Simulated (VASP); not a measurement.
# Sb (relaxed from the bcc structure, space group Im-3m): computed properties

Computed with PBEsol GGA, VASP's PBE PAW potentials (set 64) (plane waves; VASP).

```yaml
space_group: Im-3m (229)
cell: a = 3.7330 Å, b = 3.7330 Å, c = 3.7330 Å, α = 90.00°, β = 90.00°, γ = 90.00°
volume_per_atom: 26.01 Å^3/atom
band gap (over mesh and band path): none (metal, semimetal or under 0.01 eV)
band_gap_with_spin_orbit_coupling: none (metallic)
density: 7.77 g/cm³
```

```xyz
1
Lattice="-1.8665 1.8665 1.8665 1.8665 -1.8665 1.8665 1.8665 1.8665 -1.8665" Properties=species:S:1:pos:R:3 pbc="T T T"
Sb     0.0000     0.0000     0.0000
```

Unless said otherwise, spin-orbit coupling is left out, though it shifts the bands of the heavy elements here.

The structure was generated: Sb was put into the bcc type (Im-3m), which need not be its known phase. It was relaxed first, which changed the volume by -5 %. Symmetry was kept, so distortions that lower it aren't found.
